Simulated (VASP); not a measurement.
Consider the following.

```
NiSb
1.0
    1.85757    -3.21740     0.00000
    1.85757     3.21740     0.00000
    0.00000     0.00000     4.81571
Ni Sb
2 2
Cartesian
  0.00000   0.00000   2.40786
  0.00000   0.00000   0.00000
  1.85757   1.07247   1.20393
  1.85757  -1.07247   3.61178
```

These are PBEsol GGA, VASP's PBE PAW potentials (set 64) (plane waves; VASP) values and carry that method's errors. Run with 500 eV cut-off, 10×10×7 Γ-centred mesh, first-order Methfessel-Paxton smearing of 0.10 eV, potentials Ni Sb.

Energy and stress use the plane-wave basis of the starting cell.

Task: The ions, cell shape and volume at an external pressure of 45.0 GPa are relaxed. Predict the relaxed structure.

Result: 
```
NiSb
1.0
    1.82648    -3.16355     0.00000
    1.82648     3.16355     0.00000
    0.00000     0.00000     4.73345
Ni Sb
2 2
Direct
  0.00000   0.00000   0.50000
  0.00000   0.00000   0.00000
  0.33333   0.66667   0.25000
  0.66667   0.33333   0.75000
```
Space group P6_3/mmc (194), at a tolerance of 0.03 Å.

Task: How do energy and volume change from the first to the last step?

Result: The energy (σ→0) changes by +166.3 meV/atom and the volume by -5.0 %, in 5 ionic steps.

```tsv
step	E(σ→0) (eV)	max force (eV/Å)	pressure (GPa)	volume (Å³)
1	-21.8922	0.000	30.11	57.56
2	-17.7026	0.000	111.87	47.12
3	-21.2807	0.000	44.01	54.89
4	-21.2424	0.000	44.86	54.76
5	-21.2269	0.000	45.11	54.70
```

The compound is NiSb in the NiAs type structure. This run relaxes it under an external pressure of 45 GPa. Symmetry was kept, so distortions that lower it aren't found. The run is not spin-polarised, so no magnetic state was tried.
